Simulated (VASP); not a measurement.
Data:

```
HfNa
1.0
    3.91733     0.00000     0.00000
    0.00000     3.91733     0.00000
    0.00000     0.00000     3.91733
Na Hf
1 1
Direct
  0.99847   0.00142   0.99825
  0.50153   0.49858   0.50175
```

The numbers are results of PBE GGA, VASP's PBE PAW potentials (set 64) (plane waves; VASP), not measurements. Settings: 300 eV cut-off, 5×5×5 Γ-centred mesh, Gaussian smearing of 0.14 eV, potentials Na_pv Hf_pv.

At this cut-off the stress carries a Pulay error, which pulls relaxed volumes low.

Q: Give the stress tensor in GPa (positive for a compressed cell).

A: 
```
-6.79   0.00   0.00
 0.00  -6.79   0.00
 0.00   0.00  -6.79
```
The pressure is its mean diagonal, -6.79 GPa.

The structure was generated: NaHf was put into an ordered model structure, which need not be its known phase. The cell was not relaxed at this level, atoms are displaced from their ideal sites. The k-mesh is coarse (spacing up to 0.32 per Å, 2π included), so the numbers may not be converged in it. The electron count is odd and the run is not spin-polarised, which forces a metal.
